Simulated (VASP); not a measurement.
Method: PBEsol GGA, VASP's PBE PAW potentials (set 64) (plane waves; VASP).

VASP input:

INCAR:
```
SYSTEM = Ni3Si
PREC = Accurate; ENCUT = 400; LREAL = F
LASPH = T
EDIFF = 1E-7; NELM = 100; ALGO = Normal
LMAXMIX = 4
ISMEAR = -5
GGA = PS
ISIF = 2
LWAVE = F; LCHARG = T; LORBIT = 11
NEDOS = 601
```

**KPOINTS**
```
kpoints
0
gamma
 10 10 10
0 0 0
```

**POSCAR**
```
Ni3Si
1
    3.4591064442     0.0000000000     0.0000000000
    0.0000000000     3.4591064442    -0.0000000000
    0.0000000000     0.0000000000     3.4591064442
Si Ni
1 3
Direct
  0.0000000000   0.0000000000   0.0000000000
  0.0000000000   0.5000000000   0.5000000000
  0.5000000000   0.0000000000   0.5000000000
  0.5000000000   0.5000000000   0.0000000000
```

POTCAR, in this order: Si Ni (PBE.64 set). Program: vasp_std.

Task: Predict the energy per atom (σ→0), band gap (on the k-mesh).

Result: 
```json
{
 "energy per atom (σ→0)": "-6.574 eV/atom",
 "band gap (on the k-mesh)": "none (metal, semimetal or under 0.01 eV)"
}
```

File OSZICAR:
```
...
DAV:  10    -0.262972977406E+02    0.27455E-02   -0.33307E-03  3102   0.476E-01    0.239E-01
DAV:  11    -0.262967884605E+02    0.50928E-03   -0.69295E-04  3586   0.317E-01    0.550E-02
DAV:  12    -0.262967928293E+02   -0.43688E-05   -0.10081E-04  2519   0.118E-01    0.152E-02
DAV:  13    -0.262967937952E+02   -0.96587E-06   -0.66721E-06  2762   0.181E-02    0.910E-03
DAV:  14    -0.262967944778E+02   -0.68263E-06   -0.65443E-07  2874   0.948E-03    0.316E-03
DAV:  15    -0.262967941622E+02    0.31560E-06   -0.23255E-07  1662   0.702E-03    0.746E-04
DAV:  16    -0.262967942542E+02   -0.91971E-07   -0.22637E-08  1316   0.155E-03
   1 F= -.26296794E+02 E0= -.26296794E+02  d E =0.000000E+00
```

The compound is Ni3Si in the L1_2 structure. It was relaxed first. The run is not spin-polarised, so no magnetic state was tried.
